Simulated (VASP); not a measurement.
# HfZrSe3 (R-3) in VASP: further runs

The runs below take HfZrSe3 through single point, with PBE.

All numbers are computed with VASP 6.6.1; they aren't measurements. Logs are shortened: lines on timing, memory, paths and dates and some standing lists are left out, and cuts for length are marked.

## (1) The crystal as given

The structure is trigonal, space group R-3 (No. 148). Conventional cell: a = 6.483 Å, b = 6.483 Å, c = 19.438 Å, α = 90.00°, β = 90.00°, γ = 120.00°. Zr (site symmetry -3) is surrounded by 6 Se at 2.72 Å. Zr (site symmetry -3) has 6 Se at 2.72 Å as nearest neighbours. Around Hf (site symmetry 3) lie 6 Se at 2.72 Å. Se (site symmetry 1) has 2 Zr at 2.72 Å and 2 Hf at 2.72 Å as nearest neighbours.

The cell was built by a generator and needn't be a form met in nature.

## (2) Single point, PBE

The input, INCAR:

```
SYSTEM = HfZrSe3
PREC = Normal
ENCUT = 520
EDIFF = 1E-5
ISMEAR = 0
SIGMA = 0.15
LREAL = Auto
LASPH = .True.
NELM = 80
ALGO = Fast
ISIF = 2
LWAVE = .False.
LCHARG = .False.
GGA = PE
```

The input, KPOINTS:

```
regular mesh
0
Gamma
  4 4 4
  0 0 0
```

The input, POSCAR:

```
HfZrSe3
1.0
    3.2414930000      1.8714770000      6.4793900000
   -3.2414930000      1.8714770000      6.4793900000
    0.0000000000     -3.7429540000      6.4793900000
Zr Hf Se
2 2 6
Direct
    0.0000000000      0.0000000000      0.0000000000
    0.5000000000      0.5000000000      0.5000000000
    0.6641110000      0.6641110000      0.6641110000
    0.3358890000      0.3358890000      0.3358890000
    0.0768160000      0.4218400000      0.7564240000
    0.4218400000      0.7564240000      0.0768160000
    0.7564240000      0.0768160000      0.4218400000
    0.9231840000      0.5781600000      0.2435760000
    0.5781600000      0.2435760000      0.9231840000
    0.2435760000      0.9231840000      0.5781600000
```

Potentials or basis: VASP PAW PBE potentials, release 64 (Zr_sv, Hf_pv, Se).

Command:

```sh
$ cat potpaw_PBE.64/Zr_sv/POTCAR potpaw_PBE.64/Hf_pv/POTCAR potpaw_PBE.64/Se/POTCAR > POTCAR
$ mpirun -np 1 vasp_std > vasp.out
```

OUTCAR:

```text
SYSTEM = HfZrSe3
   PREC = Normal
   ENCUT = 520
   EDIFF = 1E-5
   ISMEAR = 0
   LREAL = Auto
   LASPH = .True.
   NELM = 80
   ISIF = 2
   GGA = PE

 ion  position               nearest neighbor table
   1  0.000  0.000  0.000-   6 2.72   9 2.72   8 2.72   5 2.72   7 2.72  10 2.72   3 3.74   3 3.74
                             4 3.74   4 3.74   3 3.74   4 3.74
   2  0.500  0.500  0.500-   7 2.72  10 2.72   8 2.72   5 2.72   9 2.72   6 2.72   3 3.19   4 3.19

   3  0.664  0.664  0.664-   5 2.72   6 2.72   7 2.72  10 2.72   8 2.72   9 2.72   2 3.19   1 3.74
                             1 3.74   1 3.74   4 3.74   4 3.74   4 3.74
   4  0.336  0.336  0.336-   8 2.72   9 2.72  10 2.72   7 2.72   5 2.72   6 2.72   2 3.19   1 3.74
                             1 3.74   1 3.74   3 3.74   3 3.74   3 3.74
   5  0.077  0.422  0.756-   2 2.72   1 2.72   3 2.72   4 2.72
   6  0.422  0.756  0.077-   2 2.72   1 2.72   3 2.72   4 2.72
   7  0.756  0.077  0.422-   2 2.72   1 2.72   3 2.72   4 2.72
   8  0.923  0.578  0.244-   2 2.72   1 2.72   4 2.72   3 2.72
   9  0.578  0.244  0.923-   2 2.72   1 2.72   4 2.72   3 2.72
  10  0.244  0.923  0.578-   2 2.72   1 2.72   4 2.72   3 2.72

  LATTYP: Found a trigonal (rhomboedric) cell.
 ALAT       =     7.4827934492
 COS(alpha) =     0.6246877836

  Lattice vectors:

 A1 = (   3.2414930000,   1.8714770000,   6.4793900000)
 A2 = (  -3.2414930000,   1.8714770000,   6.4793900000)
 A3 = (   0.0000000000,  -3.7429540000,   6.4793900000)

Analysis of symmetry for initial positions (statically):
=====================================================================
 Subroutine PRICEL returns:
 Original cell was already a primitive cell.

 Routine SETGRP: Setting up the symmetry group for a
 trigonal (rhombohedral) supercell.

 Subroutine GETGRP returns: Found  6 space group operations
 (whereof  6 operations were pure point group operations)
 out of a pool of 12 trial point group operations.

The static configuration has the point symmetry S_6 .

Analysis of symmetry for dynamics (positions and initial velocities):
=====================================================================
 Subroutine PRICEL returns:
 Original cell was already a primitive cell.

 Routine SETGRP: Setting up the symmetry group for a
 trigonal (rhombohedral) supercell.

 Subroutine GETGRP returns: Found  6 space group operations
 (whereof  6 operations were pure point group operations)
[... 116 lines left out ...]
   TEBEG  =    0.0;   TEEND  =   0.0 temperature during run
   PSTRESS=    0.0 pullay stress
   NELECT =      80.0000    total number of electrons
   NUPDOWN=      -1.0000    fix difference up-down
   EMIN   =  10.00;   EMAX   =-10.00  energy-range for DOS
   EFERMI =   0.00;   METHOD = LEGACY
   ISMEAR =     0;   SIGMA  =   0.15  broadening in eV -4-tet -1-fermi 0-gaus
   EFERMI_NEDOS =   21; number of points for ismear=-14 and -15
   IALGO  =     68    algorithm
   IMIX   =      4    mixing-type and parameters
     AMIX     =   0.40;   BMIX     =  1.00
     AMIX_MAG =   1.60;   BMIX_MAG =  1.00
  volume/ion in A,a.u.               =      23.58       159.15
  Fermi-wavevector in a.u.,A,eV,Ry     =   1.141738  2.157572 17.736092  1.303566
  Thomas-Fermi vector in A             =   2.278438
   LORBIT       =      0    0 simple, 1 ext, 2 COOP (PROOUT), +10 PAW based schemes
   GGA     = PE    functional components
   LHFCALC =     F    Hartree Fock is set to
   AEXX    =    0.0000 exact exchange contribution
   IVDW    =     0    specifies the selected vdW correction
   LEPSILON=     F    determine dielectric tensor
   LRPA    =     F    only Hartree local field effects (RPA)
 non-spin polarized calculation
 RMM-DIIS sequential band-by-band and
 Gauss-broadening in eV      SIGMA  =   0.15
  energy-cutoff  :      520.00
  volume of cell :      235.84
 maximum number of plane-waves:      6382
   NGX = 27   NGY = 27   NGZ = 27

 number of electron      79.9999990 magnetization

 Free energy of the ion-electron system (eV)
  ---------------------------------------------------
  ext. energy  EPLUGINS =         0.00000000
  ---------------------------------------------------
  free energy    TOTEN  =       -71.06146511 eV

  energy without entropy =      -71.03028328  energy(sigma->0) =      -71.04587420

 E-fermi :   5.6027     XC(G=0): -10.0087

 val. band max:        5.6021643256   @ k =   0.0000   0.0000   0.0000
 cond. band min:       5.7190279931   @ k =   0.5000   0.2500   0.2500
 fundamental gap:      0.1168636675
 Fermi energy:         5.6027039073

 k-point     1 :       0.0000    0.0000    0.0000
  band No.  band energies     occupation
      1     -44.3135      2.00000
      2     -44.1573      2.00000
      3     -26.1418      2.00000
      4     -26.1418      2.00000
      5     -26.0819      2.00000
      6     -26.0819      2.00000
[... 703 lines left out ...]
     47       7.3040      0.00000
     48       7.3591      0.00000

------------------------ aborting loop because EDIFF is reached ----------------------------------------

  FORCE on cell =-STRESS in cart. coord.  units (eV):
  Direction    XX          YY          ZZ          XY          YZ          ZX
  --------------------------------------------------------------------------------------
  -------------------------------------------------------------------------------------
  Total        0.0170798      0.0170798     -0.2557523      0.0000002      0.0000000     -0.0000000
  in kB        0.1160318      0.1160319     -1.7374618      0.0000010      0.0000000     -0.0000000
  external PRESSURE =      -0.5017994 kB  Pullay stress =       0.0000000 kB

 VOLUME and BASIS-vectors are now :
 -----------------------------------------------------------------------------
  energy-cutoff  :      520.00
  volume of cell :      235.84
      direct lattice vectors                 reciprocal lattice vectors
     3.241493000  1.871477000  6.479390000     0.154249909  0.089056220  0.051445172
    -3.241493000  1.871477000  6.479390000    -0.154249909  0.089056220  0.051445172
     0.000000000 -3.742954000  6.479390000     0.000000000 -0.178112439  0.051445172

 POSITION                                       TOTAL-FORCE (eV/Angst)
 -----------------------------------------------------------------------------------
      0.00000      0.00000      0.00000        -0.000000      0.000000     -0.000000
      0.00000      0.00000      9.71908        -0.000000      0.000000     -0.000000
      0.00000      0.00000     12.90910        -0.000000      0.000000     -0.026737
      0.00000      0.00000      6.52907        -0.000000      0.000000      0.026737
     -1.11839     -1.89804      8.13215         0.009058     -0.036123     -0.001224
     -1.08455      1.91758      8.13215        -0.035812      0.010217     -0.001224
      2.20294     -0.01954      8.13215         0.026755      0.025906     -0.001224
      1.11839      1.89804     11.30602        -0.009058      0.036123      0.001224
      1.08455     -1.91758     11.30602         0.035812     -0.010217      0.001224
     -2.20294      0.01954     11.30602        -0.026755     -0.025906      0.001224
 -----------------------------------------------------------------------------------
    total drift:                                0.000000      0.000000     -0.000000

  FREE ENERGIE OF THE ION-ELECTRON SYSTEM (eV)
  ---------------------------------------------------
  free  energy   TOTEN  =       -71.0614651132 eV

  energy  without entropy=      -71.0302832843  energy(sigma->0) =      -71.04587420
```

OSZICAR:

```text
N       E                     dE             d eps       ncg     rms          rms(c)
DAV:   1     0.593555518001E+03    0.59356E+03   -0.39282E+04  1352   0.153E+03
DAV:   2    -0.223243841599E+02   -0.61588E+03   -0.59974E+03  1648   0.368E+02
DAV:   3    -0.718434531206E+02   -0.49519E+02   -0.48447E+02  1904   0.829E+01
[... 12 lines left out ...]
RMM:  16    -0.710613834939E+02   -0.10814E-03   -0.11740E-03  2155   0.811E-02    0.270E-02
RMM:  17    -0.710614230822E+02   -0.39588E-04   -0.51362E-04  2048   0.566E-02    0.144E-02
RMM:  18    -0.710614485493E+02   -0.25467E-04   -0.26055E-04  1680   0.374E-02    0.132E-02
RMM:  19    -0.710614605388E+02   -0.11989E-04   -0.11249E-04  1582   0.319E-02    0.502E-03
RMM:  20    -0.710614651132E+02   -0.45744E-05   -0.56214E-05  1346   0.237E-02
   1 F= -.71061465E+02 E0= -.71045874E+02  d E =-.311818E-01
```

stdout:

```text
POSCAR found type information on POSCAR ZrHfSe
 POSCAR found :  3 types and      10 ions
 scaLAPACK will be used
 LDA part: xc-table for (Slater+PW92), standard interpolation
 POSCAR, INCAR and KPOINTS ok, starting setup
 FFT: planning ... GRIDC
 FFT: planning ... GRID_SOFT
 FFT: planning ... GRID
 WAVECAR not read
 entering main loop
WARNING in EDDRMM: call to ZHEGV failed, returncode =   6  3     30
```

Wall time 4.5 min (1 thread of Intel Xeon Platinum 8488C (Sapphire Rapids), shared host); peak memory 0.32 GiB.

What came out:

| Property | Result |
| --- | --- |
| Free energy | -71.0615 eV |
| Pressure | -0.1 GPa |
| Largest force | 0.037 eV/Å |
| Band gap on the k mesh | none (metal or under the smearing width) |

Forces in eV/Å, atoms in the order of the input:
```
Zr   0.000  0.000  0.000
Zr   0.000  0.000  0.000
Hf   0.000  0.000 -0.027
Hf   0.000  0.000  0.027
Se   0.009 -0.036 -0.001
Se  -0.036  0.010 -0.001
Se   0.027  0.026 -0.001
Se  -0.009  0.036  0.001
Se   0.036 -0.010  0.001
Se  -0.027 -0.026  0.001
```

Stress tensor (GPa, compression positive):
```
 0.01  0.00  0.00
 0.00  0.01  0.00
 0.00  0.00 -0.17
```

## (3) Single point, PBE

This run uses another cell than the first one, of 24.02 Å³/atom, 1.018 times its volume.

INCAR is that of step 2.

KPOINTS is that of step 2.

The input, POSCAR:

```
HfZrSe3
1.0
    3.3202900000      1.9169700000      6.2887400000
   -3.3202900000      1.9169700000      6.2887400000
    0.0000000000     -3.8339400000      6.2887400000
Zr Hf Se
2 2 6
Direct
    0.3338820000      0.3338820000      0.3338820000
    0.6661180000      0.6661180000      0.6661180000
    0.1682210000      0.1682210000      0.1682210000
    0.8317790000      0.8317790000      0.8317790000
    0.7554260000      0.4164410000      0.0820390000
    0.4164410000      0.0820390000      0.7554260000
    0.0820390000      0.7554260000      0.4164410000
    0.2445740000      0.5835590000      0.9179610000
    0.5835590000      0.9179610000      0.2445740000
    0.9179610000      0.2445740000      0.5835590000
```

Potentials or basis: VASP PAW PBE potentials, release 64 (Zr_sv, Hf_pv, Se).

Command:

```sh
$ cat potpaw_PBE.64/Zr_sv/POTCAR potpaw_PBE.64/Hf_pv/POTCAR potpaw_PBE.64/Se/POTCAR > POTCAR
$ mpirun -np 1 vasp_std > vasp.out
```

Run time: 4.8 min. Hardware: 1 thread of Intel Xeon Platinum 8488C (Sapphire Rapids), shared host; peak memory 0.32 GiB.

Results (log left out):

```
Free energy            : -70.3016 eV
Pressure               : 0.0 GPa
Largest force          : 0.016 eV/Å
Band gap on the k mesh : none (metal or under the smearing width)
```

Forces on the atoms (eV/Å):
```
Zr   0.000  0.000 -0.007
Zr   0.000  0.000  0.007
Hf   0.000  0.000  0.008
Hf   0.000  0.000 -0.008
Se   0.010 -0.005  0.012
Se  -0.009 -0.007  0.012
Se  -0.001  0.011  0.012
Se  -0.010  0.005 -0.012
Se   0.009  0.007 -0.012
Se   0.001 -0.011 -0.012
```

Stress tensor (GPa, compression positive):
```
 0.02  0.00  0.00
 0.00  0.02  0.00
 0.00  0.00 -0.14
```

Levels at points of the mesh, in eV from the Fermi level:
| k point | band 37 | band 38 | band 39 | band 40 | band 41 | band 42 | band 43 | band 44 |
| --- | --- | --- | --- | --- | --- | --- | --- | --- |
| (0.00, 0.00, 0.00) | -1.47 | -1.47 | -0.93 | -0.02 | -0.02 | 0.48 | 0.48 | 0.54 |
| (0.50, 0.00, 0.00) | -2.14 | -2.10 | -0.35 | -0.34 | 0.23 | 0.45 | 0.79 | 1.09 |
| (0.50, 0.50, 0.00) | -2.61 | -2.03 | -0.94 | -0.59 | -0.09 | 0.46 | 0.93 | 1.10 |
| (0.50, 0.50, 0.50) | -2.49 | -2.49 | 0.33 | 0.45 | 0.61 | 0.61 | 0.77 | 0.77 |
